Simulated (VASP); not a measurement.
All values below come from PBE GGA, VASP's PBE PAW potentials (set 64) (plane waves; VASP).

VASP input:

File KPOINTS:
```
kpoints
0
G
  7 7 7
```

**INCAR**
```
ALGO  =  Normal
EDIFF  =  1E-6
ENCUT  =  520
GGA  =  PE
ISIF  =  2
ISMEAR  =  1
LASPH  =  .True.
LCHARG  =  .False.
LMAXMIX  =  4
LREAL  =  .False.
LWAVE  =  .False.
NELM  =  100
PREC  =  Accurate
SIGMA  =  0.1
SYSTEM  =  ZrC
```

POSCAR:
```
ZrC
1
    0.0000000000     2.3970000000     2.3970000000
    2.3970000000     0.0000000000     2.3970000000
    2.3970000000     2.3970000000     0.0000000000
Zr C
1 1
Direct
  0.0000000000   0.0000000000   0.0000000000
  0.5000000000   0.5000000000   0.5000000000
```

POTCAR, in this order: Zr_sv C (PBE.64 set). Program: vasp_std.

Task: What will the output report for the number of irreducible k-points (NKPTS), number of bands (NBANDS), largest plane-wave count, number of space-group operations, FFT grid (NGX, NGY, NGZ)?

Result: 
```yaml
number of irreducible k-points (NKPTS): 20
number of bands (NBANDS): 12
largest_plane_wave_count: 757
number_of_space_group_operations: 48
FFT grid (NGX, NGY, NGZ): 28 × 28 × 28
```

The compound is ZrC in the rock salt structure. The cell was not relaxed at this level. The k-mesh is coarse (spacing up to 0.32 per Å, 2π included), so the numbers may not be converged in it. The run is one of a series of settings (KPOINTS 7×7×7 Γ-centred mesh against the base run), some of them coarse on purpose.
